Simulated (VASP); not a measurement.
Data:

```
CELL_PARAMETERS angstrom
      4.52880     2.26440     2.26440
      2.26440     4.52880     2.26440
      2.26440     2.26440     4.52880
ATOMIC_POSITIONS crystal
  Mn 0.00000 0.00000 0.00000
  Mn 0.50000 0.50000 0.50000
  O  0.25000 0.25000 0.25000
  O  0.75000 0.75000 0.75000
```
Starting moments (μB, in the order of the record's atoms Mn Mn O O): 5.0 -5.0 0.0 0.0.

Level of theory: PBE GGA, VASP's PBE PAW potentials (set 64) (plane waves; VASP 6.6.1). Settings: 520 eV cut-off, 6×6×6 Γ-centred mesh, Gaussian smearing of 0.050 eV, potentials Mn_pv O.

Give the stress tensor in GPa (positive for a compressed cell).

```
-7.77  -1.39  -1.39
-1.39  -7.77  -1.39
-1.39  -1.39  -7.77
```
The pressure is its mean diagonal, -7.77 GPa.

The compound is MnO in the rock salt, AFM-II order structure. The cell was not relaxed at this level.
